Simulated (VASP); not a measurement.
Output of a VASP run:

OSZICAR:
```
       N       E                     dE             d eps       ncg     rms          rms(c)
DAV:   1     0.111508549335E+03    0.11151E+03   -0.12958E+04   756   0.114E+03
DAV:   2    -0.108061772843E+02   -0.12231E+03   -0.11521E+03   851   0.203E+02
DAV:   3    -0.182029141427E+02   -0.73967E+01   -0.72173E+01  1104   0.402E+01
DAV:   4    -0.183680628713E+02   -0.16515E+00   -0.16261E+00   999   0.691E+00
DAV:   5    -0.183747858824E+02   -0.67230E-02   -0.67103E-02  1158   0.126E+00    0.909E+00
DAV:   6    -0.173997097415E+02    0.97508E+00   -0.16161E+01   933   0.300E+01    0.112E+01
DAV:   7    -0.170003326007E+02    0.39938E+00   -0.16881E+00   902   0.110E+01    0.515E+00
DAV:   8    -0.169876913433E+02    0.12641E-01   -0.10533E+00  1000   0.626E+00    0.111E+00
DAV:   9    -0.169531231193E+02    0.34568E-01   -0.13529E-01   969   0.299E+00    0.484E-01
DAV:  10    -0.169504391249E+02    0.26840E-02   -0.17372E-02  1038   0.717E-01    0.158E-01
DAV:  11    -0.169495246170E+02    0.91451E-03   -0.50510E-03   998   0.489E-01    0.257E-02
DAV:  12    -0.169495768036E+02   -0.52187E-04   -0.39477E-04   912   0.122E-01    0.236E-02
DAV:  13    -0.169495603197E+02    0.16484E-04   -0.32040E-05   948   0.435E-02    0.139E-02
DAV:  14    -0.169495572382E+02    0.30814E-05   -0.18921E-05  1010   0.279E-02    0.153E-03
DAV:  15    -0.169495573336E+02   -0.95354E-07   -0.81549E-07   531   0.689E-03
   1 F= -.16949557E+02 E0= -.16887828E+02  d E =-.123458E+00
```

**OUTCAR**
```
------------------------ aborting loop because EDIFF is reached ----------------------------------------
  FORCE on cell =-STRESS in cart. coord.  units (eV):
  Direction    XX          YY          ZZ          XY          YZ          ZX
  --------------------------------------------------------------------------------------
  Total      -14.2068038    -14.2068038     -8.1256412      0.0000000      0.0000000      0.0000000
  in kB     -184.6104313   -184.6104313   -105.5887124      0.0000000      0.0000000      0.0000000
  external PRESSURE =    -158.2698583 kB  Pullay stress =       0.0000000 kB
  volume of cell :      123.30
      direct lattice vectors                 reciprocal lattice vectors
    -3.371039000  3.371039000  2.712459000     0.000000000  0.148322224  0.184334583
     3.371039000 -3.371039000  2.712459000     0.148322224  0.000000000  0.184334583
     3.371039000  3.371039000 -2.712459000     0.148322224  0.148322224  0.000000000
 POSITION                                       TOTAL-FORCE (eV/Angst)
 -----------------------------------------------------------------------------------
      4.43629      1.06525      0.00000        -0.005852     -0.005852      0.000000
      1.06525      2.30579      0.00000        -0.005852      0.005852     -0.000000
      2.30579      1.06525      2.71246         0.005852     -0.005852     -0.000000
     -1.06525      2.30579      2.71246         0.005852      0.005852      0.000000
      0.00000      0.00000      4.06869         0.000000      0.000000     -0.000000
      0.00000      0.00000      1.35623         0.000000      0.000000     -0.000000
 -----------------------------------------------------------------------------------
    total drift:                                0.000000     -0.000000      0.000000
  FREE ENERGIE OF THE ION-ELECTRON SYSTEM (eV)
  ---------------------------------------------------
  free  energy   TOTEN  =       -16.9495573336 eV

  energy  without entropy=      -16.8260990758  energy(sigma->0) =      -16.88782820
```
(Selected blocks of OUTCAR.)

### POSCAR
```
B2Au
1
   -3.3710390000     3.3710390000     2.7124590000
    3.3710390000    -3.3710390000     2.7124590000
    3.3710390000     3.3710390000    -2.7124590000
B Au
4 2
Direct
  0.1580000000   0.6580000000   0.8160000000
  0.3420000000   0.1580000000   0.5000000000
  0.6580000000   0.8420000000   0.5000000000
  0.8420000000   0.3420000000   0.1840000000
  0.7500000000   0.7500000000   0.0000000000
  0.2500000000   0.2500000000   0.0000000000
```

Write an INCAR and KPOINTS that could have produced this output.

One answer among several that fit: the input of the run itself, PBE GGA, plane waves, VASP's PBE PAW potentials (set 64).

**KPOINTS**
```
Automatic mesh
0
Gamma
5 5 5
0 0 0
```

INCAR:
```
ALGO = Normal
EDIFF = 1E-6
ENCUT = 400
GGA = PE
ISIF = 2
ISMEAR = -1
LASPH = T
LCHARG = F
LMAXMIX = 6
LREAL = F
LWAVE = F
NELM = 100
PREC = Accurate
SIGMA = 0.1
SYSTEM = B2Au
```

POTCAR, in this order: B Au (PBE.64 set). Program: vasp_std.

At this cut-off the stress carries a Pulay error, which pulls relaxed volumes low.

The structure was generated: B2Au was put into an ordered model structure, which need not be its known phase. The cell was not relaxed at this level, and its volume differs by -5.9 % from the start's.
